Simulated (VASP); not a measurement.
Wanted: the native input for a VASP 6.6.1 run.

```yaml
Task: relaxation of cell and atoms
Functional: PBE
Potentials_or_basis: VASP PAW PBE potentials, release 64 (Cs_sv, Li_sv, Cr_pv, Te, S)
Cutoff: 600 eV
k_mesh: 5 × 5 × 5
Occupations: fermi-dirac, width 0.05 eV
Spin: collinear spin, ferromagnetic start
Starting_moments: "[0.0, 0.0, 3.0, 3.0, 0.0, 0.0, 0.0, 0.0, 0.0] μB"
Further_INCAR_settings: ALGO = Normal; EDIFF = 1e-06; IBRION = 2; EDIFFG = -0.005; NSW = 40; ISIF = 3
```

The structure of CsLiCr2Te2S3 lies in POSCAR:

```
CsLiCr2Te2S3
1.0
    3.3192900000      1.9163900000      6.8798200000
   -3.3192900000      1.9163900000      6.8798200000
    0.0000000000     -3.8327900000      6.8798200000
Cs Li Cr Te S
1 1 2 2 3
Direct
    0.0000000000      0.0000000000      0.0000000000
    0.5000000000      0.5000000000      0.5000000000
    0.7984800000      0.7984800000      0.7984800000
    0.2015200000      0.2015200000      0.2015200000
    0.6799000000      0.6799000000      0.6799000000
    0.3201000000      0.3201000000      0.3201000000
    0.1362600000      0.8637400000      0.5000000000
    0.5000000000      0.1362600000      0.8637400000
    0.8637400000      0.5000000000      0.1362600000
```

The cell was built by a generator and needn't be a form met in nature.

One way to write it, as run:

INCAR

```
SYSTEM = CsLiCr2Te2S3
  ALGO = Normal
  EDIFF = 1E-6
  EDIFFG = -0.005
  ENCUT = 600
  GGA = PE
  IBRION = 2
  ISIF = 3
  ISMEAR = -1
  ISPIN = 2
  KPAR = 4
  LASPH = .TRUE.
  LCHARG = .FALSE.
  LMAXMIX = 4
  LORBIT = 11
  LREAL = .FALSE.
  LWAVE = .FALSE.
  MAGMOM = 0 0 3 3 0 0 0 0 0
  NELM = 150
  NSW = 40
  PREC = Accurate
  SIGMA = 0.05
```

KPOINTS

```
k-points
0
G
  5 5 5
  0 0 0
```

Potentials or basis: VASP PAW PBE potentials, release 64 (Cs_sv, Li_sv, Cr_pv, Te, S).

Command:

```console
$ cat potpaw_PBE.64/Cs_sv/POTCAR potpaw_PBE.64/Li_sv/POTCAR potpaw_PBE.64/Cr_pv/POTCAR potpaw_PBE.64/Te/POTCAR potpaw_PBE.64/S/POTCAR > POTCAR
$ mpirun -np 4 vasp_std > vasp.out
```

Results of the run:

```yaml
Relaxed_volume: 29.09 Å³/atom
Relaxed_cell: a = 7.855 Å, b = 7.855 Å, c = 7.855 Å, α = 50.01°, β = 50.01°, γ = 50.01°
Space_group_after_relaxing_to_0.05_Å: R32 (No. 155)
Energy_gained_by_relaxing: 0.0 meV/atom
Ionic_steps: 38
Pressure_after_relaxing: 0.0 GPa
Largest_force_after_relaxing: 0.005 eV/Å
Band_gap_on_the_k_mesh: none (metal or under the smearing width)
Net_moment: 4.00 μB per cell
Site_moments: Cs -0.01; Li +0.00; Cr +2.32; Te -0.23; S -0.08 μB
Valence_electrons_inside_the_program's_atomic_spheres: Cs 6.57; Li 2.06; Cr 10.79; Te 3.39; S 3.75
```

Caveat: the cutoff is under 1.25 times the usual one of these potentials, so pressure, stress and relaxed cells hold a basis-set (Pulay) error; only a ferromagnetic start was run, and an antiferromagnetic order may lie lower in energy.

Run time: 39 min on 4 MPI ranks on Intel(R) Xeon(R) 6975P-C (Granite Rapids), on a shared host, peak memory 1.1 GiB a rank.
